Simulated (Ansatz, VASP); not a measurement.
# Cross-check of Si2O between VASP and Ansatz, part 3 of 3

Aim: how closely do two programs agree when they are given the same cell, functional and k mesh? Of the first pair: The cell is taken from a series of runs on this material, whose earlier steps may have relaxed, scaled, displaced or heated it; both programs get it as it stands.

VASP 6.6.1 and Ansatz 0.2.0.

So far. Step 3 (VASP: single point, PBEsol, pair 1): The run ends at a pressure of -1.42 GPa, with forces up to 0.13 eV/Å.

## Step 6: VASP: single point, PBEsol, start cell, pair 2

Level of this step: PBEsol; plane waves and PAW (Si, O) (VASP).

The same cell, functional, mesh and smearing now go to VASP, with its own data sets.

The input, INCAR:

```
SYSTEM = Si2O
PREC = Accurate
ENCUT = 520
EDIFF = 1E-06
NELM = 120
ISMEAR = -1
SIGMA = 0.03
LREAL = .FALSE.
ALGO = Normal
GGA = PS
NBANDS = 92
LORBIT = 11
LWAVE = .FALSE.
LCHARG = .FALSE.
ISIF = 2
LASPH = .TRUE.
GGA_COMPAT = .FALSE.
KPAR = 4
```

The input, POSCAR:

```
Si2O
1.0
    8.1669974226      0.0000000000      0.0000000000
    0.0000000000      8.1669974226      0.0000000000
    0.0000000000      0.0000000000      8.1669974226
Si O
20 10
Direct
    0.0180470949      0.6053118110      0.7624339372
    0.2409237934      0.6131621869      0.3706840891
    0.9524098757      0.1957747649      0.7121400558
    0.5569860947      0.9971125958      0.1139653843
    0.4216083123      0.8622850768      0.8312821284
    0.2156790199      0.7691799905      0.6278391843
    0.5955622058      0.4533642915      0.3417944020
    0.0677534899      0.5407647109      0.0692670722
    0.1357902963      0.3421163073      0.8649400305
    0.0831145114      0.9981015762      0.5380627387
    0.9019888974      0.7702911700      0.0017893969
    0.8569113761      0.9640427216      0.2213845440
    0.1431839560      0.0695033374      0.0316585844
    0.8728576282      0.5303705604      0.5033077381
    0.5709562228      0.9811755270      0.4289567902
    0.2930025413      0.9215194533      0.2800102512
    0.6184532379      0.6493686389      0.0280820463
    0.6136491468      0.2388492244      0.5325331667
    0.6588029507      0.8374518377      0.6636937322
    0.7765135302      0.0134598521      0.8673941760
    0.5788438217      0.7828531918      0.1827823523
    0.8427263588      0.3128062699      0.5717124371
    0.6134446652      0.4754209900      0.1436883030
    0.4045014133      0.4891712086      0.3966720978
    0.2361241103      0.5947641157      0.1572429785
    0.9665359267      0.1193712878      0.1369852275
    0.9603975114      0.8953456263      0.3936820148
    0.2340047267      0.0785521247      0.4127040607
    0.0404144856      0.9075449172      0.9084409626
    0.0483598264      0.5243621099      0.3882780704
```

The input, KPOINTS:

```
Automatic mesh
0
Gamma
2 2 2
0 0 0
```

PAW data sets: Si and O (PBE family, release 64).

Run with:

```sh
> mpirun -np 4 vasp_std
```

Numbers of over 12 decimals in the logs are rounded to 6 here.

Output:

```text
[banner, memory and clock lines left out]
running    4 mpi-ranks, on    1 nodes
[...]
[... a notice as in an earlier step ...]

 [... a notice as in an earlier step ...]

 LDA part: xc-table for (Slater+PW92), standard interpolation
 POSCAR, INCAR and KPOINTS ok, starting setup
[...]
entering main loop
       N       E                     dE             d eps       ncg     rms          rms(c)
DAV:   1     0.687228001464E+03    0.68723E+03   -0.61089E+04  1472   0.131E+03
DAV:   2    -0.112707819128E+03   -0.79994E+03   -0.76219E+03  1832   0.250E+02
DAV:   3    -0.199804340478E+03   -0.87097E+02   -0.85733E+02  1744   0.853E+01
DAV:   4    -0.202298260934E+03   -0.24939E+01   -0.24793E+01  1800   0.153E+01
[...]
DAV:  17    -0.187403345359E+03   -0.62070E-05   -0.10718E-05  1664   0.135E-02    0.648E-03
DAV:  18    -0.187403346846E+03   -0.14868E-05   -0.90496E-06  1768   0.113E-02    0.436E-03
DAV:  19    -0.187403346945E+03   -0.99404E-07   -0.19222E-06  1128   0.607E-03
   1 F= -.18740335E+03 E0= -.18739264E+03  d E =-.214110E-01
```

OUTCAR, selected parts (step 6):

```text
  Total      -15.3418104     -8.0715230    -14.5894913     -2.0238323      1.6493220     -1.5951843
  in kB      -45.1232050    -23.7398961    -42.9104901     -5.9524787      4.8509720     -4.6917428
  external PRESSURE =     -37.2578637 kB  Pullay stress =       0.0000000 kB

 POSITION                                       TOTAL-FORCE (eV/Angst)
 -----------------------------------------------------------------------------------
      0.14739      4.94358      6.22680         0.014226     -0.110314     -0.701089
      1.96762      5.00769      3.02738        -0.109843     -0.390173     -0.674643
      7.77833      1.59889      5.81605        -0.618990     -0.031452     -0.410096
      4.54890      8.14342      0.93075         0.119465     -1.152788      0.138122
      3.44327      7.04228      6.78908         0.646237     -0.684970     -0.386155
      1.76145      6.28189      5.12756         0.516468     -0.678654      1.136992
      4.86395      3.70263      2.79143         0.065914     -0.205886      0.739114
      0.55334      4.41642      0.56570        -1.089282     -0.745048     -0.318379
      1.10900      2.79406      7.06396         0.417216      0.316879      0.341350
      0.67880      8.15149      4.39436         0.150027      0.069483     -1.586956
      7.36654      6.29097      0.01461        -0.051966     -1.111037     -0.218704
      6.99839      7.87333      1.80805         0.301897      0.108424      0.909439
      1.16938      0.56763      0.25856        -0.840081     -0.720973     -0.019308
      7.12863      4.33153      4.11051         0.286697     -0.591197      0.145065
[...]
-----------------------------------------------------------------------------------
    total drift:                                0.000312     -0.000134     -0.001218

  FREE ENERGIE OF THE ION-ELECTRON SYSTEM (eV)
  ---------------------------------------------------
  free  energy   TOTEN  =      -187.4033469450 eV

  energy  without entropy=     -187.3819359359  energy(sigma->0) =     -187.39264144

[... 1 part as in an earlier step ...]

[... 2 further parts left out ...]
[key lines of the parts left out:]
E-fermi :   4.2828
```

The run ends at a pressure of -3.73 GPa, with forces up to 1.8 eV/Å.

## Step 7: Side by side

What differs besides the data sets and the points named for the pairs above, as far as they apply: the cutoff is 420 eV in Ansatz and 520 eV in VASP. Total energies have different zeros and are not compared.

Forces on 10 of the 30 atoms, those with the largest forces and the largest differences (eV/Å; atoms numbered as in POSCAR):

| atom | Ansatz x, y, z | VASP x, y, z |
| --- | --- | --- |
| Si6 | 0.507, -0.678, 1.130 | 0.516, -0.679, 1.137 |
| Si7 | -0.001, -0.154, 0.662 | 0.066, -0.206, 0.739 |
| Si8 | -0.977, -0.699, -0.250 | -1.089, -0.745, -0.318 |
| Si10 | 0.179, 0.066, -1.673 | 0.150, 0.069, -1.587 |
| Si16 | 0.547, 1.733, 0.333 | 0.576, 1.686, 0.288 |
| Si17 | -0.077, 0.269, 0.751 | -0.062, 0.233, 0.641 |
| O21 | -0.139, 0.343, -1.338 | -0.155, 0.382, -1.266 |
| O27 | -0.173, 1.355, -0.220 | -0.170, 1.327, -0.208 |
| O28 | -1.182, -0.768, 0.407 | -1.152, -0.702, 0.404 |
| O29 | 0.417, 1.519, 0.702 | 0.436, 1.533, 0.668 |

The forces differ by 38 meV/Å r.m.s., which is 6.0 % of the r.m.s. force of 0.626 eV/Å (both taken over all components).

## Step 8: Ansatz: relaxation, PBEsol

This run makes the geometry at which the two programs are then compared.

The structure compared here is the end of the Ansatz relaxation.

The input, input.yaml:

```yaml
crystal:
  lattice:
    - [8.1669974226, 0.0, 0.0]
    - [0.0, 8.1669974226, 0.0]
    - [0.0, 0.0, 8.1669974226]
  atoms:
    - { symbol: Si, position: [1.0180471038, 0.6053118209, 0.7624339551] }
    - { symbol: Si, position: [0.2409237472, 0.6131622117, 0.370684038] }
    - { symbol: Si, position: [0.9524098745, 0.1957747678, 0.7121399978] }
    - { symbol: Si, position: [0.5569861473, 0.9971125649, 0.1139653929] }
    - { symbol: Si, position: [0.421608361, 0.862285063, 0.8312821644] }
    - { symbol: Si, position: [0.2156790033, 0.7691800397, 0.6278391317] }
    - { symbol: Si, position: [0.5955622462, 0.453364261, 0.3417944468] }
    - { symbol: Si, position: [1.0677535269, 0.5407647282, 0.0692670589] }
    - { symbol: Si, position: [0.1357903082, 0.3421162477, 0.8649399764] }
    - { symbol: Si, position: [0.083114532, 0.9981015782, 0.5380626884] }
    - { symbol: Si, position: [0.9019888933, 0.7702911721, 0.001789339] }
    - { symbol: Si, position: [0.8569113334, -0.0359573333, 0.2213845356] }
    - { symbol: Si, position: [0.1431839782, 1.069503328, 1.0316586151] }
    - { symbol: Si, position: [0.8728576127, 0.5303705972, 0.5033077642] }
    - { symbol: Si, position: [0.5709562179, 0.9811755125, 0.4289567325] }
    - { symbol: Si, position: [0.293002541, 0.921519508, 0.2800102023] }
    - { symbol: Si, position: [0.6184532671, 0.6493686502, 0.028082003] }
    - { symbol: Si, position: [0.6136491291, 0.238849232, 0.532533144] }
    - { symbol: Si, position: [0.658802987, 0.8374518122, 0.6636937762] }
    - { symbol: Si, position: [0.7765135441, 1.0134598788, 0.8673942163] }
    - { symbol: O, position: [0.5788438534, 0.7828532077, 0.1827824092] }
    - { symbol: O, position: [0.8427263122, 0.3128063226, 0.5717124598] }
    - { symbol: O, position: [0.6134446646, 0.4754209817, 0.1436883221] }
    - { symbol: O, position: [0.4045013586, 0.4891712489, 0.3966721144] }
    - { symbol: O, position: [0.2361240698, 0.5947641197, 0.1572429267] }
    - { symbol: O, position: [-0.0334640263, 0.1193712356, 0.1369851693] }
    - { symbol: O, position: [0.9603974639, -0.1046543413, 0.3936819728] }
    - { symbol: O, position: [0.234004686, 0.0785521114, 0.4127041017] }
    - { symbol: O, position: [0.0404144864, 0.9075449194, 0.9084409551] }
    - { symbol: O, position: [1.0483597724, 0.5243621503, 0.3882780657] }
kpoints:
  mp_grid: { grid: [2, 2, 2] }
scf:
  occupations: { method: fermi_dirac, width: 0.03 }
  n_extra_bands: 23
hamiltonian:
  xc: pbesol
  pseudopotentials: { kind: paw }
output:
  forces: true
relax:
  f_tol: 0.05
  max_steps: 60
```

Run with:

```sh
> ansatz run input.yaml --threads 3 --pin off --max-ram 8192MiB --backend cpu --events-out ev --progress --plain --runs-dir out
```

Output:

```text
[...]
Crystal: 30 atoms, lattice volume = 544.737 Å³
Basis set: ecut = 420 eV, 10779 PW (Γ), exchange–correlation on 120×120×120 points (8 copies of the dense FFT grid, shifted against one another)
Bands: 93, of which v1, the nominal top of the filled ones, is band 70 counted from 1 (69 counted from 0)
Symmetry: 1 space group operations
[...]
k-points: 8
[...]
- { symbol: O, position: [0.843029, 0.297416, 0.569710] }
    - { symbol: O, position: [0.645243, 0.536140, 0.163776] }
    - { symbol: O, position: [0.457125, 0.589428, 0.414182] }
    - { symbol: O, position: [0.227932, 0.596486, 0.200307] }
    - { symbol: O, position: [-0.00764216, 0.101328, 0.179101] }
    - { symbol: O, position: [0.970290, -0.097840, 0.429566] }
    - { symbol: O, position: [0.239825, 0.079339, 0.469396] }
    - { symbol: O, position: [0.073234, 0.894892, 0.957234] }
    - { symbol: O, position: [0.980050, 0.482168, 0.345885] }
[key lines of the parts left out:]
SCF converged after 7 iterations
Free energy (F): -18038.518152 eV
Fermi energy:    5.025759 eV
```

## Step 9: VASP: single point, PBEsol, relaxed cell, pair 3

The same cell, functional, mesh and smearing now go to VASP, with its own data sets.

INCAR is that of step 6.

The input, POSCAR:

```
Si2O
1.0
    8.1669974226      0.0000000000      0.0000000000
    0.0000000000      8.1669974226      0.0000000000
    0.0000000000      0.0000000000      8.1669974226
Si O
20 10
Direct
    0.0059293195      0.5725671857      0.7680175369
    0.2927962935      0.6965126896      0.3648432459
    0.9252465302      0.1749698189      0.7364484650
    0.4470544525      0.9577867218      0.9361887939
    0.4614166473      0.7209928748      0.7673832461
    0.2036506983      0.7238306501      0.6409306411
    0.6228724220      0.4970898206      0.3629667165
    0.0418635328      0.5254191738      0.1576154288
    0.0762116670      0.3275808492      0.9322833326
    0.0932081725      0.9828055603      0.5736397517
    0.9272337838      0.7526960832      0.0166036506
    0.8798061142      0.9470765531      0.2511792435
    0.1592962972      0.0564378761      0.0573253455
    0.8739333688      0.5061741029      0.5160661179
    0.6151712776      0.9904856843      0.3656035929
    0.3293560292      0.9827467084      0.3083023536
    0.6344786010      0.6832801079      0.0183230591
    0.6353835612      0.2301502888      0.5208450316
    0.6680455458      0.8175475571      0.5984144961
    0.6615517506      0.0598060310      0.7639412220
    0.5359552649      0.8480843850      0.0973301867
    0.8430289049      0.2974160374      0.5697095732
    0.6452429546      0.5361395464      0.1637762520
    0.4571253752      0.5894282234      0.4141817162
    0.2279319353      0.5964863166      0.2003071593
    0.9923578449      0.1013280707      0.1791006813
    0.9702900039      0.9021599592      0.4295663572
    0.2398247033      0.0793386234      0.4693955426
    0.0732341827      0.8948924979      0.9572336407
    0.9800497606      0.4821675992      0.3458852949
```

KPOINTS is that of step 6.

Run with:

```sh
> mpirun -np 4 vasp_std
```

Output:

```text
[... set-up lines as in an earlier step ...]
 entering main loop
       N       E                     dE             d eps       ncg     rms          rms(c)
DAV:   1     0.705715191252E+03    0.70572E+03   -0.61361E+04  1472   0.131E+03
DAV:   2    -0.117469301061E+03   -0.82318E+03   -0.78339E+03  1812   0.254E+02
DAV:   3    -0.206259206606E+03   -0.88790E+02   -0.87675E+02  1752   0.870E+01
DAV:   4    -0.208689236654E+03   -0.24300E+01   -0.24185E+01  1784   0.153E+01
[...]
DAV:  17    -0.192696730218E+03   -0.63874E-05   -0.17888E-05  1632   0.162E-02    0.849E-03
DAV:  18    -0.192696730837E+03   -0.61844E-06   -0.10115E-05  1776   0.123E-02    0.271E-03
DAV:  19    -0.192696731447E+03   -0.60979E-06   -0.18447E-06  1160   0.554E-03
   1 F= -.19269673E+03 E0= -.19268788E+03  d E =-.176985E-01
```

OUTCAR, selected parts (step 9):

```text
  Total        1.2357341     -6.3863071     -8.6741358      6.7019010      3.2530476     -5.0862036
  in kB        3.6345308    -18.7833531    -25.5122959     19.7115754      9.5678364    -14.9594997
  external PRESSURE =     -13.5537061 kB  Pullay stress =       0.0000000 kB

 POSITION                                       TOTAL-FORCE (eV/Angst)
 -----------------------------------------------------------------------------------
      0.04842      4.67615      6.27240        -0.006058     -0.003968      0.007328
      2.39127      5.68842      2.97967        -0.032286      0.049313      0.039258
      7.55649      1.42898      6.01457         0.006953     -0.010136      0.000797
      3.65109      7.82224      7.64585        -0.010166      0.045461     -0.017201
      3.76839      5.88835      6.26722        -0.000552     -0.019947      0.006272
      1.66321      5.91152      5.23448        -0.006449     -0.004569     -0.002855
      5.08700      4.05973      2.96435         0.088776     -0.096134      0.049986
      0.34190      4.29110      1.28724        -0.045564     -0.035789     -0.081566
      0.62242      2.67535      7.61396         0.012189      0.003347      0.003719
      0.76123      8.02657      4.68491        -0.046130     -0.016867      0.116999
      7.57272      6.14727      0.13560        -0.018227     -0.031140      0.012033
      7.18537      7.73477      2.05138        -0.088406     -0.058805     -0.030737
      1.30097      0.46093      0.46818         0.087772      0.060104     -0.007447
      7.13741      4.13392      4.21471        -0.025791      0.049971      0.046500
[...]
-----------------------------------------------------------------------------------
    total drift:                               -0.000467      0.000187     -0.000193

  FREE ENERGIE OF THE ION-ELECTRON SYSTEM (eV)
  ---------------------------------------------------
  free  energy   TOTEN  =      -192.6967314467 eV

  energy  without entropy=     -192.6790329057  energy(sigma->0) =     -192.68788218

[... 2 parts as in an earlier step ...]

[... 1 further part left out ...]
[key lines of the parts left out:]
E-fermi :   4.3025
```

The run ends at a pressure of -1.36 GPa, with forces up to 0.14 eV/Å.

## Step 10: Differences

Forces on 7 of the 30 atoms, those with the largest forces and the largest differences (eV/Å; atoms numbered as in POSCAR):

| atom | Ansatz x, y, z | VASP x, y, z |
| --- | --- | --- |
| Si7 | 0.005, -0.018, -0.002 | 0.089, -0.096, 0.050 |
| Si8 | 0.000, 0.004, 0.002 | -0.046, -0.036, -0.082 |
| Si10 | -0.014, -0.006, 0.002 | -0.046, -0.017, 0.117 |
| Si12 | 0.014, 0.001, -0.014 | -0.088, -0.059, -0.031 |
| Si13 | -0.007, -0.001, 0.008 | 0.088, 0.060, -0.007 |
| Si17 | 0.010, 0.013, 0.021 | 0.049, -0.032, -0.051 |
| O21 | -0.041, 0.014, -0.018 | -0.060, 0.058, 0.054 |

The forces differ by 38 meV/Å r.m.s., where the r.m.s. force is 0.011 eV/Å in Ansatz and 0.038 eV/Å in VASP: the atoms lie near their places of rest in Ansatz, so a percentage would say little (all taken over all components).

## Step 11: What came out

| Property | Result |
| --- | --- |
| r.m.s. force difference (single point, PBEsol, pair 1) | 36 meV/Å |
| r.m.s. force difference (single point, PBEsol, start cell, pair 2) | 6.0 % of the r.m.s. force |
| r.m.s. force difference (single point, PBEsol, relaxed cell, pair 3) | 38 meV/Å |

**Reading.** The r.m.s. force difference is 38 meV/Å (single point, PBEsol, relaxed cell, pair 3), beyond the 12 meV/Å picked in this series as the mark of a large difference. What causes the difference of the single point, PBEsol, pair 1 pair stays open here. What causes the difference of the single point, PBEsol, start cell, pair 2 pair stays open here. What causes the difference of the single point, PBEsol, relaxed cell, pair 3 pair stays open here. Such differences can come from data sets, numerical settings and the points named under the comparisons, not from the functional's error against experiment.

[Lines on the potential files, build, host, timing and source positions are cut from VASP's logs without a mark.]

[Logs are printed without paths, hosts, clocks, repeated set-up lines and the standing remarks that a program may print on its own settings, such as how far it seeks lower states.]

[Hosts, paths, dates, database ids (printed as entryN), source tags and the programs' standing remarks are cut or masked in the printed files.]
